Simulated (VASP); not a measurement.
Consider the following.

```xyz
2
Lattice="0.0000 2.8283 2.8283 2.8283 0.0000 2.8283 2.8283 2.8283 0.0000" Properties=species:S:1:pos:R:3 pbc="T T T"
Ga     0.0000     0.0000     0.0000
As     1.4142     1.4142     1.4142
```

Method: PBEsol GGA, VASP's PBE PAW potentials (set 64) (plane waves; VASP). Numerical set-up: 400 eV cut-off, 9×9×9 Γ-centred mesh, tetrahedra with Blöchl corrections, potentials Ga_d As.

Problem. What does the run give for the energy per atom (σ→0), band gap (on the k-mesh) with the smallest direct gap where there is one?

Solution. 
- band gap (on the k-mesh) = 0.44 eV
- smallest direct gap (on the k-mesh) = 0.44 eV
- energy per atom (σ→0) = -4.544 eV/atom

Only differences to runs with the same potentials and settings are physical.

The structure was generated: GaAs was put into the zinc blende type (F-43m), which need not be its known phase. It was relaxed first.
